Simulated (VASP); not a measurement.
ZnO (wurtzite):

```yaml
crystal:
  lattice:
    - [1.62500, -2.81458, 0.00000]
    - [1.62500, 2.81458, 0.00000]
    - [0.00000, 0.00000, 5.21000]
  atoms:
    - { symbol: Zn, position: [0.66667, 0.33333, 0.50000] }
    - { symbol: Zn, position: [0.33333, 0.66667, 0.00000] }
    - { symbol: O, position: [0.66667, 0.33333, 0.88200] }
    - { symbol: O, position: [0.33333, 0.66667, 0.38200] }
```

The lowest empty band near Γ, direction in plane, from PBE with spin-orbit coupling in VASP (PAW); its two spin partners are averaged. The gap over the points computed is 0.77 eV, and the next band on that side lies 4.40 eV away at the edge.

Settings: 520 eV cut-off, 9×9×5 Γ-centred mesh, Gaussian smearing of 0.050 eV, potentials Zn O.

| distance from the edge in k (1/Å) | distance in energy (meV) |
|---|---|
| 0.012 | 3.9 |
| 0.018 | 8.7 |
| 0.025 | 16.5 |
| 0.035 | 31.8 |
| 0.050 | 62.8 |
| 0.070 | 116.4 |

Fit E(1 + αE) = ħ²k²/2m* (ħ²/2m0 = 3.810 eV Å²) and predict the row at 0.095 1/Å.

Least squares on the energies gives the electron mass m* = 0.141 m0 and α = 1.15 per eV, and so 198.0 meV. The run gave 198.1 meV, +0.1 meV from the fit.

Left out are points under 3 meV from the edge, since the levels carry 0.1 meV, and points farther than half the way to the next band.

The compound is ZnO in the wurtzite structure. The cell was not relaxed at this level.
